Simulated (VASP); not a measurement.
# ZnB (Pm-3m) in VASP: further runs, part 2 of 2

VASP 6.6.1.

## 6. Band structure, PBE

INCAR

```
PREC = Accurate ; ENCUT = 900
EDIFF = 1E-6 ; ISMEAR = -1
SIGMA = 0.05 ; LREAL = F
LASPH = T ; NELM = 100
ALGO = Normal ; ISIF = 2
LWAVE = F ; LCHARG = F
GGA = PE
```

KPOINTS

```
Automatic mesh
0
Gamma
  9 9 9
```

POSCAR

```
ZnB
1.0
    2.8073700000      0.0000000000      0.0000000000
    0.0000000000      2.8073700000      0.0000000000
    0.0000000000      0.0000000000      2.8073700000
Zn B
1 1
Direct
    0.0000000000      0.0000000000      0.0000000000
    0.5000000000      0.5000000000      0.5000000000
```

KPOINTS_OPT

```
path GXMGRX,MR
15
line-mode
reciprocal
 0.0000000000  0.0000000000  0.0000000000  G
 0.0000000000  0.5000000000  0.0000000000  X

 0.0000000000  0.5000000000  0.0000000000  X
 0.5000000000  0.5000000000  0.0000000000  M

 0.5000000000  0.5000000000  0.0000000000  M
 0.0000000000  0.0000000000  0.0000000000  G

 0.0000000000  0.0000000000  0.0000000000  G
 0.5000000000  0.5000000000  0.5000000000  R

 0.5000000000  0.5000000000  0.5000000000  R
 0.0000000000  0.5000000000  0.0000000000  X

 0.5000000000  0.5000000000  0.0000000000  M
 0.5000000000  0.5000000000  0.5000000000  R
```

Potentials or basis: VASP PAW PBE potentials, release 54 (Zn, B).

Run with:

```bash
> cat potpaw_PBE.54/Zn/POTCAR potpaw_PBE.54/B/POTCAR > POTCAR
> mpirun -np 1 vasp_std > vasp.out
```

OUTCAR:

```text
PREC = Accurate
   ENCUT = 900
   EDIFF = 1E-6
   ISMEAR = -1
   LREAL = F
   LASPH = T
   NELM = 100
   ISIF = 2
   GGA = PE

 ion  position               nearest neighbor table
   1  0.000  0.000  0.000-   2 2.43   2 2.43   2 2.43   2 2.43   2 2.43   2 2.43   2 2.43   2 2.43

   2  0.500  0.500  0.500-   1 2.43   1 2.43   1 2.43   1 2.43   1 2.43   1 2.43   1 2.43   1 2.43

  LATTYP: Found a simple cubic cell.
 ALAT       =     2.8073700000

  Lattice vectors:

 A1 = (   2.8073700000,   0.0000000000,   0.0000000000)
[... 514 lines left out ...]
      6      -1.4951      2.00000
      7       0.1602      2.00000
      8       3.7113      2.00000
      9       6.9550      0.00000
     10       8.5933      0.00000
     11      14.3790      0.00000

 [... further k-points ...]
[... 5 lines left out ...]
  --------------------------------------------------------------------------------------
  -------------------------------------------------------------------------------------
  Total        0.0860563      0.0860563      0.0860563      0.0000000      0.0000000     -0.0000000
  in kB        6.2315209      6.2315209      6.2315209      0.0000000      0.0000000     -0.0000000
  external PRESSURE =       6.2315209 kB  Pullay stress =       0.0000000 kB

 VOLUME and BASIS-vectors are now :
 -----------------------------------------------------------------------------
  energy-cutoff  :      900.00
  volume of cell :       22.13
      direct lattice vectors                 reciprocal lattice vectors
     2.807370000  0.000000000  0.000000000     0.356205274  0.000000000  0.000000000
     0.000000000  2.807370000  0.000000000     0.000000000  0.356205274  0.000000000
     0.000000000  0.000000000  2.807370000     0.000000000  0.000000000  0.356205274

 POSITION                                       TOTAL-FORCE (eV/Angst)
 -----------------------------------------------------------------------------------
      0.00000      0.00000      0.00000         0.000000      0.000000      0.000000
      1.40369      1.40369      1.40369         0.000000      0.000000      0.000000
 -----------------------------------------------------------------------------------
    total drift:                               -0.000000     -0.000000     -0.000000

  FREE ENERGIE OF THE ION-ELECTRON SYSTEM (eV)
  ---------------------------------------------------
  free  energy   TOTEN  =        -5.3729422363 eV

  energy  without entropy=       -5.3651097198  energy(sigma->0) =       -5.36902598
```

OSZICAR:

```text
N       E                     dE             d eps       ncg     rms          rms(c)
DAV:   1     0.646907036839E+02    0.64691E+02   -0.10930E+04   770   0.270E+03
DAV:   2    -0.330527735009E+01   -0.67996E+02   -0.64761E+02   789   0.318E+02
[... 25 lines left out ...]
DAV:   6    -0.969576652365E+03   -0.12732E-03      862
DAV:   7    -0.969576654212E+03   -0.18470E-05      652
DAV:   8    -0.969576654277E+03   -0.64808E-07      477
       N       E                     dE             ncg
DAV:   1     0.158259186424E+05   -0.17713E+05      448
DAV:   2     0.145589720086E+05   -0.12669E+04      457
DAV:   3     0.145089346617E+05   -0.50037E+02      534
DAV:   4     0.145083846632E+05   -0.55000E+00      479
DAV:   5     0.145083817056E+05   -0.29576E-02      520
DAV:   6     0.145083816317E+05   -0.73849E-04      468
DAV:   7     0.145083816300E+05   -0.17317E-05      351
DAV:   8     0.145083816299E+05   -0.66942E-07      288
```

stdout:

```text
POSCAR found type information on POSCAR ZnB
 POSCAR found :  2 types and       2 ions
 scaLAPACK will be used
 LDA part: xc-table for (Slater+PW92), standard interpolation
 POSCAR, INCAR and KPOINTS ok, starting setup
 FFT: planning ... GRIDC
 FFT: planning ... GRID_SOFT
 FFT: planning ... GRID
 WAVECAR not read
 entering main loop
 Start KPOINTS_OPT (optional k-point list driver)
k-point batch [1-35\90]
k-point batch [36-70\90]
k-point batch [71-90\90]
```

Wall time 17 s (1 thread of Intel Xeon 6975P-C (Granite Rapids), shared host); peak memory 0.18 GiB.

What came out:

```
Free energy             : -5.3729 eV
Pressure                : 0.6 GPa
Band gap along the path : none (metal or under the smearing width)
```

Levels at the corners of the path, in eV from the Fermi level:
| point | band 5 | band 6 | band 7 | band 8 | band 9 | band 10 | band 11 |
| --- | --- | --- | --- | --- | --- | --- | --- |
| Γ | -7.42 | -7.42 | 1.78 | 1.78 | 1.78 | 7.09 | 9.67 |
| X | -7.78 | -7.38 | -6.15 | 4.28 | 4.28 | 9.73 | 10.10 |
| X | -7.78 | -7.38 | -6.15 | 4.28 | 4.28 | 9.73 | 10.10 |
| M | -7.16 | -4.64 | -4.64 | -3.08 | -0.60 | 4.84 | 12.19 |
| M | -7.16 | -4.64 | -4.64 | -3.08 | -0.60 | 4.84 | 12.19 |
| Γ | -7.42 | -7.42 | 1.78 | 1.78 | 1.78 | 7.09 | 9.67 |
| Γ | -7.42 | -7.42 | 1.78 | 1.78 | 1.78 | 7.09 | 9.67 |
| R | -7.15 | -1.87 | -0.03 | -0.03 | -0.03 | 2.27 | 2.27 |
| R | -7.15 | -1.87 | -0.03 | -0.03 | -0.03 | 2.27 | 2.27 |
| X | -7.78 | -7.38 | -6.15 | 4.28 | 4.28 | 9.73 | 10.10 |
| M | -7.16 | -4.64 | -4.64 | -3.08 | -0.60 | 4.84 | 12.19 |
| R | -7.15 | -1.87 | -0.03 | -0.03 | -0.03 | 2.27 | 2.27 |

## 7. Summary

| potentials or basis | pressure (GPa) |
| --- | --- |
| VASP PAW PBE potentials, release 64 (Zn_GW, B_GW) | 0.4 |
| VASP PAW PBE potentials, release 64 (Zn, B_h) | 0.6 |
| VASP PAW PBE potentials, release 64 (Zn, B_s) | 0.6 |
| VASP PAW PBE potentials, release 54 (Zn, B) | 0.6 |

Alike in all rows: task band structure; level PBE; no spin polarisation; cell as given; k mesh 9 × 9 × 9; cutoff (eV) 900; smearing fermi-dirac 0.05 eV.

Absolute energies hang on the potentials; compare differences alone.
